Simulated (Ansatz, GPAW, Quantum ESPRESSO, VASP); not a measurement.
One calculation of BaZrO3, 4 ways

```
CELL_PARAMETERS angstrom
4.19134 0.00000 0.00000
0.00000 4.19134 0.00000
0.00000 0.00000 4.19134
ATOMIC_POSITIONS crystal
Ba 0.00000 0.00000 0.00000
Zr 0.50000 0.50000 0.50000
O 0.50000 0.50000 0.00000
O 0.50000 0.00000 0.50000
O 0.00000 0.50000 0.50000
```

Alike in all runs: task equation of state; functional PBEsol; k mesh 6 × 6 × 6; occupations fermi-dirac, width 0.05 eV; no spin polarisation; no spin-orbit coupling.

| program and potentials | plane-wave cutoff (eV) | notes | equilibrium volume (Å³/atom) | bulk modulus (GPa) |
| --- | --- | --- | --- | --- |
| GPAW, PAW data sets generated for this functional | 800 | - | ? | ? |
| Ansatz, all-electron LAPW, scalar-relativistic | - | - | 14.61 | 162.9 |
| VASP, PBE PAW files Ba_sv, O, Zr_sv, 520 eV | 520 | potentials made for PBE | 14.73 | 162.2 |
| Quantum ESPRESSO, GBRV 1.5 PBEsol | 612 | - | 14.67 | 163.1 |

**Question.** Estimate from the other rows what the run with GPAW, PAW data sets generated for this functional gave.

**Answer.** Equilibrium volume 14.60 Å³/atom; bulk modulus 162.4 GPa. The other rows, which needn't bracket it: equilibrium volume 14.61 to 14.73; bulk modulus 162.2 to 163.1.
